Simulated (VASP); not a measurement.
Output of a VASP run:

**OSZICAR**
```
       N       E                     dE             d eps       ncg     rms          rms(c)
DAV:   1     0.788897074921E+02    0.78890E+02   -0.78275E+03  3198   0.142E+03
DAV:   2    -0.117755738921E+02   -0.90665E+02   -0.87384E+02  3463   0.334E+02
DAV:   3    -0.135323823495E+02   -0.17568E+01   -0.17398E+01  3633   0.452E+01
DAV:   4    -0.135419670399E+02   -0.95847E-02   -0.95839E-02  3460   0.376E+00
DAV:   5    -0.135420535146E+02   -0.86475E-04   -0.86475E-04  3564   0.357E-01    0.184E+01
DAV:   6    -0.129413754587E+02    0.60068E+00   -0.77873E-01  3388   0.114E+01    0.660E+00
DAV:   7    -0.128014722697E+02    0.13990E+00   -0.35522E-01  3532   0.720E+00    0.843E-01
DAV:   8    -0.127975812734E+02    0.38910E-02   -0.41368E-03  3298   0.967E-01    0.126E-01
DAV:   9    -0.127974630988E+02    0.11817E-03   -0.28714E-04  3547   0.198E-01    0.400E-02
DAV:  10    -0.127974594516E+02    0.36473E-05   -0.90609E-06  3424   0.402E-02    0.156E-02
DAV:  11    -0.127974600231E+02   -0.57147E-06   -0.67367E-07  3517   0.779E-03    0.734E-04
DAV:  12    -0.127974598923E+02    0.13071E-06   -0.12663E-08  1784   0.127E-03    0.194E-04
DAV:  13    -0.127974598744E+02    0.17951E-07   -0.11958E-09  1688   0.423E-04
   1 F= -.12797460E+02 E0= -.12797155E+02  d E =-.915228E-03
```

OUTCAR:
```
------------------------ aborting loop because EDIFF is reached ----------------------------------------
  FORCE on cell =-STRESS in cart. coord.  units (eV):
  Direction    XX          YY          ZZ          XY          YZ          ZX
  --------------------------------------------------------------------------------------
  Total       -1.7250291     -1.7250291     -1.7250291     -0.0000000     -0.0000000      0.0000000
  in kB     -160.3187476   -160.3187476   -160.3187476     -0.0000000     -0.0000000      0.0000000
  external PRESSURE =    -160.3187476 kB  Pullay stress =       0.0000000 kB
  volume of cell :       17.24
      direct lattice vectors                 reciprocal lattice vectors
    -1.627374737  1.627374737  1.627374737     0.000000000  0.307243310  0.307243310
     1.627374737 -1.627374737  1.627374737     0.307243310  0.000000000  0.307243310
     1.627374737  1.627374737 -1.627374737     0.307243310  0.307243310  0.000000000
 POSITION                                       TOTAL-FORCE (eV/Angst)
 -----------------------------------------------------------------------------------
      0.00000      0.00000      0.00000        -0.000000      0.000000      0.000000
 -----------------------------------------------------------------------------------
    total drift:                               -0.000000      0.000000      0.000000
  FREE ENERGIE OF THE ION-ELECTRON SYSTEM (eV)
  ---------------------------------------------------
  free  energy   TOTEN  =       -12.7974598744 eV

  energy  without entropy=      -12.7965446466  energy(sigma->0) =      -12.79715480
```
(Selected blocks of OUTCAR.)

**POSCAR**
```
W
1
   -1.6273747369     1.6273747369     1.6273747369
    1.6273747369    -1.6273747369     1.6273747369
    1.6273747369     1.6273747369    -1.6273747369
W
1
Direct
  0.0000000000   0.0000000000   0.0000000000
```

Reconstruct the remaining input files.

One answer among several that fit: the input of the run itself, PW91 GGA, plane waves, VASP's PBE PAW potentials (set 64).

KPOINTS:
```
Automatic
0
Gamma
  16 16 16
```

### INCAR
```
ALGO=Normal
EDIFF=1E-7
ENCUT=520
GGA=91
ISIF=2
ISMEAR=1
LASPH=T
LCHARG=F
LMAXMIX=6
LREAL=F
LWAVE=F
NELM=100
PREC=Accurate
SIGMA=0.1
SYSTEM=W
```

POTCAR, in this order: W_sv (PBE.64 set). Program: vasp_std.

The compound is W in the bcc structure. This cell is one point of a volume scan, at 1.06 of the reference volume.
